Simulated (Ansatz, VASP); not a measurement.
## Cross-check of V (V wire along [100], 24 atoms a period) between VASP and Ansatz

Aim: how closely do two programs agree when they are given the same cell, functional and k mesh? Of the first pair: The structure shown is the start of the Ansatz relaxation below; VASP solves that cell, so the two are compared at the walk's first step.

Method: plane waves, with VASP 6.6.1 beside it; PBE, in Ansatz 0.2.0.

**1. Starting point**

The cell holds 24 atoms: 24 V. Its edges and angles: a = 15.770 Å, b = 15.770 Å, c = 2.990 Å, α = 90.0°, β = 90.0°, γ = 90.0°. Vacuum lies along a and b. The structure's axis is c.

**2. Ansatz: relaxation, PBE**

Ansatz runs on its PAW soft_1 files.

The two programs are compared at the cell with which this relaxation starts, whose forces are those of its first step.

Input file input.yaml:

```yaml
crystal:
  lattice:
    - [15.77, 0.0, 0.0]
    - [0.0, 15.77, 0.0]
    - [0.0, 0.0, 2.99]
  atoms:
    - { symbol: V, position: [0.215599239, 0.310399493, 0.0] }
    - { symbol: V, position: [0.215599239, 0.5, 0.0] }
    - { symbol: V, position: [0.215599239, 0.689600507, 0.0] }
    - { symbol: V, position: [0.405199746, 0.310399493, 0.0] }
    - { symbol: V, position: [0.405199746, 0.5, 0.0] }
    - { symbol: V, position: [0.405199746, 0.689600507, 0.0] }
    - { symbol: V, position: [0.594800254, 0.310399493, 0.0] }
    - { symbol: V, position: [0.594800254, 0.5, 0.0] }
    - { symbol: V, position: [0.594800254, 0.689600507, 0.0] }
    - { symbol: V, position: [0.784400761, 0.310399493, 0.0] }
    - { symbol: V, position: [0.784400761, 0.5, 0.0] }
    - { symbol: V, position: [0.784400761, 0.689600507, 0.0] }
    - { symbol: V, position: [0.310399493, 0.215599239, 0.5] }
    - { symbol: V, position: [0.310399493, 0.405199746, 0.5] }
    - { symbol: V, position: [0.310399493, 0.594800254, 0.5] }
    - { symbol: V, position: [0.310399493, 0.784400761, 0.5] }
    - { symbol: V, position: [0.5, 0.215599239, 0.5] }
    - { symbol: V, position: [0.5, 0.405199746, 0.5] }
    - { symbol: V, position: [0.5, 0.594800254, 0.5] }
    - { symbol: V, position: [0.5, 0.784400761, 0.5] }
    - { symbol: V, position: [0.689600507, 0.215599239, 0.5] }
    - { symbol: V, position: [0.689600507, 0.405199746, 0.5] }
    - { symbol: V, position: [0.689600507, 0.594800254, 0.5] }
    - { symbol: V, position: [0.689600507, 0.784400761, 0.5] }
kpoints:
  mp_grid: { grid: [1, 1, 27] }
scf:
  occupations: { method: fermi_dirac, width: 0.05 }
hamiltonian:
  xc: pbe
  pseudopotentials: { kind: paw, azcp: { folder: soft_1 } }
relax:
  cell: { fix: [a, b, alpha, beta, gamma] }
  max_steps: 45
  f_tol: 0.03
```

The run is started by

```sh
> ansatz run input.yaml --threads 4 --pin off --max-ram 16384MiB --backend cpu --events-out ev --progress --plain --runs-dir out
```

Numbers of over 12 decimals in the logs are rounded to 6 here.

What it wrote:

```text
Engine: ansatz 0.2.0, x86_64-unknown-linux-gnu
Pseudopotentials: kind: paw
Pseudopotential: V, paw, valence charge 13, recommended cutoff 420 eV (normal), soft_1/V.paw.azcp
Functional definition: PBE
  parameter kappa = 0.804
  parameter beta = 0.066725
  exchange = pbe_x(kappa = kappa, mu = beta*pi^2/3)
  correlation = pbe_c(beta = beta)
Crystal: 24 atoms, lattice volume = 743.592 Å³
Basis set: ecut = 420 eV, 14361 PW (Γ), exchange–correlation on 216×216×40 points (8 copies of the dense FFT grid, shifted against one another)
Bands: 188, of which v1, the nominal top of the filled ones, is band 156 counted from 1 (155 counted from 0)
Symmetry: 16 space group operations
Space group: P42/mmc (ITA 131), of the structure as read, at distance tolerance 9.1e-5 Å
k-points: 14 of 27
Non-local potential: V, projectors of the file, l = 0: 3, l = 1: 2, l = 2: 3, l = 3: 1
PAW form: soft (Blöchl's): semilocal exchange-correlation on the pseudo side does not see the compensation charge
PAW one-centre angular grid: V, 590 points (default); XC on 64 Gauss nodes
Initial density: superposition of atomic densities (neutral atoms: chi_scale 0, normalization atom)
Initial wavefunctions: pseudopotential atomic-orbital guess
Functional: x = pbe(κ = 0.804, μ = 0.219515), c = pbe(β = 0.066725)
SCF iter   1: F=—  HF=-69923.536692 eV  |F-HF|=—  |Δ(HF+E_count)|=         —  Δρ=1.19e-1  dr2=8.86e2  ethr=3.10e-3  ⟨swp⟩=10.2  Hψ=12041  notcnv=0
preconditioner: auto → LDOS  [metal: Δε(μ)=0.010 eV  Ē_g=3.464 eV  σ=0.050 eV  W_gap=0.05  n_scr=150 (ndim 8)  ℏωp=14.9 eV  f_vac=0.399  D(μ)=24.48/eV (n_scr^D=178)  β→1.0]
SCF iter   2: F=—  HF=-69994.572656 eV  |F-HF|=—  |Δ(HF+E_count)|=    7.10e1  Δρ=2.23e-1  dr2=4.34e3  ethr=3.10e-3  ⟨swp⟩=16.1  Hψ=25510  notcnv=0  defer=18  recentre
SCF iter   3: F=—  HF=-69887.627281 eV  |F-HF|=—  |Δ(HF+E_count)|=    1.07e2  Δρ=6.16e-2  dr2=2.68e2  ethr=3.10e-3  ⟨swp⟩=15.4  Hψ=21729  notcnv=0  defer=17
SCF iter   4: F=—  HF=-69880.898376 eV  |F-HF|=—  |Δ(HF+E_count)|=    6.73e0  Δρ=2.09e-2  dr2=5.87e1  ethr=3.10e-3  ⟨swp⟩=10.8  Hψ=9413  notcnv=0  defer=35
SCF iter   5: F=—  HF=-69878.621663 eV  |F-HF|=—  |Δ(HF+E_count)|=    2.28e0  Δρ=7.70e-3  dr2=4.32e0  ethr=3.10e-3  ⟨swp⟩=6.4  Hψ=6003  notcnv=0  defer=20
SCF iter   6: F=—  HF=-69878.494831 eV  |F-HF|=—  |Δ(HF+E_count)|=   1.27e-1  Δρ=4.83e-3  dr2=5.82e-1  ethr=1.38e-3  ⟨swp⟩=7.4  Hψ=5469  notcnv=0  defer=7
SCF iter   7: F=—  HF=-69878.432890 eV  |F-HF|=—  |Δ(HF+E_count)|=   6.19e-2  Δρ=3.17e-3  dr2=3.61e-1  ethr=1.86e-4  ⟨swp⟩=5.9  Hψ=4870  notcnv=0  defer=13
SCF iter   8: F=—  HF=-69878.425370 eV  |F-HF|=—  |Δ(HF+E_count)|=   7.52e-3  Δρ=6.32e-4  dr2=1.00e-2  ethr=1.16e-4  ⟨swp⟩=2.4  Hψ=2871  notcnv=0  defer=6
SCF iter   9: F=—  HF=-69878.426189 eV  |F-HF|=—  |Δ(HF+E_count)|=   8.19e-4  Δρ=4.07e-4  dr2=2.67e-3  ethr=3.22e-6  ⟨swp⟩=3.8  Hψ=4064  notcnv=0  defer=4
SCF iter  10: F=—  HF=-69878.426365 eV  |F-HF|=—  |Δ(HF+E_count)|=   1.76e-4  Δρ=2.52e-4  dr2=5.49e-3  ethr=8.57e-7  ⟨swp⟩=2.5  Hψ=3594  notcnv=0  defer=3
SCF iter  11: F=—  HF=-69878.426287 eV  |F-HF|=—  |Δ(HF+E_count)|=   7.74e-5  Δρ=4.43e-5  dr2=4.81e-5  ethr=8.57e-7  ⟨swp⟩=1.6  Hψ=2683  notcnv=0  defer=2
SCF iter  12: F=—  HF=-69878.427548 eV  |F-HF|=—  |Δ(HF+E_count)|=   1.26e-3  Δρ=3.40e-5  dr2=1.02e-4  ethr=1.54e-8  ⟨swp⟩=3.3  Hψ=4144  notcnv=0  defer=2
SCF iter  13: F=—  HF=-69878.427547 eV  |F-HF|=—  |Δ(HF+E_count)|=   1.06e-6  Δρ=1.46e-5  dr2=7.73e-6  ethr=1.54e-8  ⟨swp⟩=1.7  Hψ=2689  notcnv=0  defer=2
SCF iter  14: F=—  HF=-69878.427547 eV  |F-HF|=—  |Δ(HF+E_count)|=   1.06e-7  Δρ=6.37e-6  dr2=8.96e-7  ethr=2.48e-9  ⟨swp⟩=2.1  Hψ=3390  notcnv=0  defer=2
SCF iter  15: F=—  HF=-69878.427547 eV  |F-HF|=—  |Δ(HF+E_count)|=   4.00e-8  Δρ=2.01e-6  dr2=2.04e-7  ethr=2.87e-10  ⟨swp⟩=2.2  Hψ=3604  notcnv=0  defer=2
SCF iter  16: F=-69878.427547 eV  HF=-69878.427547 eV  |F-HF|=8.96e-9  |Δ(HF+E_count)|=   7.33e-9  Δρ=1.14e-6  dr2=1.62e-8  ethr=3.21e-11  ⟨swp⟩=5.0  Hψ=7295  notcnv=0
SCF 1 converged in 16 iterations: F = -69878.427547 eV  dr2 = 1.62e-8
  greatest PAW one-centre occupation: 1.000 electrons in one spin orbital (limit 2), on the V atom at site 22 (counted from 0), in its partial waves of l = 0
relax step   1: F+E_penalty+E_count = -69878.42754702 eV  Δ(F+E_penalty+E_count) = +0.000e0 eV  max|allowed force component| = 1.503e0 eV/Å  Δτ_max = 0.0000 Å  P = -5.310 GPa  Ω = 743.592 Å³  fix = [a, b, alpha, beta, gamma]  reactions: a -4.742, b -4.742 GPa  (16 SCF iters, dr2 threshold 1.00e-7 eV, accepted)
[...]
relax step  11: F+E_penalty+E_count = -69880.05556477 eV  Δ(F+E_penalty+E_count) = -1.436e-4 eV  max|allowed force component| = 2.931e-3 eV/Å  Δτ_max = 0.0028 Å  P = -0.071 GPa  Ω = 728.060 Å³  energy of the carried Pulay correction = +6.458e-3 eV  fix = [a, b, alpha, beta, gamma]  reactions: a -0.104, b -0.104 GPa  (8 SCF iters, dr2 threshold 1.63e-8 eV, accepted)
[...]
relax step  12: F+E_penalty+E_count = -69880.04824895 eV  Δ(F+E_penalty+E_count) = +7.316e-3 eV  max|allowed force component| = 2.809e-3 eV/Å  Δτ_max = 0.0000 Å  P = -0.060 GPa  Ω = 728.060 Å³  fix = [a, b, alpha, beta, gamma]  reactions: a -0.092, b -0.092 GPa  stress off target by 3.49e-3 GPa on what of the cell is left free  SCF on the basis re-selected at this cell (its energy is not comparable with the rows above)  (8 SCF iters)
basis re-selected at this cell: Δ(F+E_penalty+E_count) = +7.316e-3 eV, ΔP = +0.011 GPa vs the last step (what re-selecting the basis moved, of the pressure what is left beyond the Pulay correction that the steps carried, after the strain that the cell walked since its last selection, with what the two solves' SCF thresholds leave and, on support functions, any second-order correction that the steps lacked; it is no m [...]
SCF converged after 8 iterations
Free energy (F): -69880.048249 eV
Harris-Foulkes:  -69880.048249 eV  (|F-HF|=1.46e-11)
Internal energy: -69879.736099 eV  (E = F + TS)
E sigma→0 (E₀):  -69879.892174 eV
Entropy (-TS):   -0.312150 eV (-13.006 meV/atom)
Fermi energy:    5.697521 eV
--- Per-component energies (eV) ---
  E_band       = -6895.493282
  E_kinetic    = 7090.553561
  E_local      = -169762.911780  (includes V_loc(G=0)·N_el)
  E_nonlocal   = 1990.652356
  E_hartree    = 81184.044329
  E_xc         = -2746.055471
  E_vxc        = -3472.423945  (∫ρ·V_xc dr)
  E_paw        = -27021.874272  (= ΣΔE_a)
  E_vpaw       = -5109.478084  (= ΣTr[D̂ρ^β])
  E_aug_tail   = 0.024883  (compensation charges beyond the density's cutoff)
  E_ewald      = 39385.830297
  E_smearing   = -0.312150  (= −TS)
  E_closure    = 0.000000  (closes the sum)
  Σ components = -69880.048249   (vs F -69880.048249, Δ=0.00e0)
--- Forces (eV/Å), atoms counted from 1 ---
  atom   1  V     -0.00088787     0.00166006     0.00000000
  atom   2  V      0.00204150     0.00000000     0.00000000
  atom   3  V     -0.00088787    -0.00166006     0.00000000
  atom   4  V      0.00038215    -0.00280935     0.00000000
  atom   5  V      0.00034654     0.00000000     0.00000000
  atom   6  V      0.00038215     0.00280935     0.00000000
  atom   7  V     -0.00038215    -0.00280935     0.00000000
  atom   8  V     -0.00034654     0.00000000     0.00000000
  atom   9  V     -0.00038215     0.00280935     0.00000000
  atom  10  V      0.00088787     0.00166006     0.00000000
  atom  11  V     -0.00204150     0.00000000     0.00000000
  atom  12  V      0.00088787    -0.00166006     0.00000000
  atom  13  V      0.00166006    -0.00088787     0.00000000
  atom  14  V     -0.00280935     0.00038215     0.00000000
  atom  15  V     -0.00280935    -0.00038215     0.00000000
  atom  16  V      0.00166006     0.00088787     0.00000000
  atom  17  V      0.00000000     0.00204150     0.00000000
  atom  18  V      0.00000000     0.00034654     0.00000000
  atom  19  V      0.00000000    -0.00034654     0.00000000
  atom  20  V      0.00000000    -0.00204150     0.00000000
  atom  21  V     -0.00166006    -0.00088787     0.00000000
  atom  22  V      0.00280935     0.00038215     0.00000000
  atom  23  V      0.00280935    -0.00038215     0.00000000
  atom  24  V     -0.00166006     0.00088787     0.00000000
  max |Σ_I F_I| component: 6.51e-19 eV/Å
--- Stress (GPa, compression-positive) ---
       -0.091720       0.000000       0.000000
        0.000000      -0.091720       0.000000
        0.000000       0.000000       0.003488
  P = ⅓ Tr σ = -0.0600 GPa (-0.600 kbar)
--- Relaxed structure (11 steps of the walk, 11 accepted, 1 SCFs on fresh bases) ---
  F+E_penalty+E_count = -69880.04824895 eV   max|allowed force component| = 2.809e-3 eV/Å   (the final SCF, on the basis selected at the relaxed cell)
  cell:  # Å, volume = 728.0595 Å³
    - [15.77, 0.0, 0.0]
    - [0.0, 15.77, 0.0]
    - [0.0, 0.0, 2.927544]
  atoms:
    - { symbol: V, position: [0.224936, 0.307486, 0.0] }
    - { symbol: V, position: [0.224196, 0.5, 0.0] }
    - { symbol: V, position: [0.224936, 0.692514, 0.0] }
    - { symbol: V, position: [0.405219, 0.309934, 0.0] }
    - { symbol: V, position: [0.404541, 0.5, 0.0] }
    - { symbol: V, position: [0.405219, 0.690066, 0.0] }
    - { symbol: V, position: [0.594781, 0.309934, 0.0] }
    - { symbol: V, position: [0.595459, 0.5, 0.0] }
    - { symbol: V, position: [0.594781, 0.690066, 0.0] }
    - { symbol: V, position: [0.775064, 0.307486, 0.0] }
    - { symbol: V, position: [0.775804, 0.5, 0.0] }
    - { symbol: V, position: [0.775064, 0.692514, 0.0] }
    - { symbol: V, position: [0.307486, 0.224936, 0.500000] }
    - { symbol: V, position: [0.309934, 0.405219, 0.500000] }
    - { symbol: V, position: [0.309934, 0.594781, 0.500000] }
    - { symbol: V, position: [0.307486, 0.775064, 0.500000] }
    - { symbol: V, position: [0.5, 0.224196, 0.500000] }
    - { symbol: V, position: [0.5, 0.404541, 0.500000] }
    - { symbol: V, position: [0.5, 0.595459, 0.500000] }
    - { symbol: V, position: [0.5, 0.775804, 0.500000] }
    - { symbol: V, position: [0.692514, 0.224936, 0.500000] }
    - { symbol: V, position: [0.690066, 0.405219, 0.500000] }
    - { symbol: V, position: [0.690066, 0.594781, 0.500000] }
    - { symbol: V, position: [0.692514, 0.775064, 0.500000] }
```

In the SCF lines HF is the Harris–Foulkes energy and dr2 the Hartree energy of the density residual, in eV; the loop may stop once dr2 is under the threshold and the program's other checks hold. Hψ counts applications of the Hamiltonian.

(Continued in part 2 of 2.)

[Lines on the potential files, build, host, timing and source positions are cut from VASP's logs without a mark.]

[Logs are printed without paths, hosts, clocks, repeated set-up lines and the standing remarks that a program may print on its own settings, such as how far it seeks lower states.]

[Hosts, paths, dates, database ids (printed as entryN), source tags and the programs' standing remarks are cut or masked in the printed files.]
